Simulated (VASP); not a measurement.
```
CELL_PARAMETERS angstrom
      0.00000     2.93218     2.93218
      2.93218     0.00000     2.93218
      2.93218     2.93218     0.00000
ATOMIC_POSITIONS crystal
  Pb 0.00000 0.00000 0.00000
  F  0.25000 0.25000 0.25000
  F  0.75000 0.75000 0.75000
```

Method: AM05 GGA, VASP's PBE PAW potentials (set 64) (plane waves; VASP). Run with 520 eV cut-off, 7×7×7 Γ-centred mesh, Gaussian smearing of 0.050 eV, potentials Pb_d F.

Task: Give the stress tensor in GPa (positive for a compressed cell).

Result: 
```
2.33  0.00  0.00
0.00  2.33  0.00
0.00  0.00  2.33
```
The pressure is its mean diagonal, 2.33 GPa.

The compound is PbF2 in the fluorite structure, the β form. This cell is one point of a volume scan, at 0.97 of the reference volume.
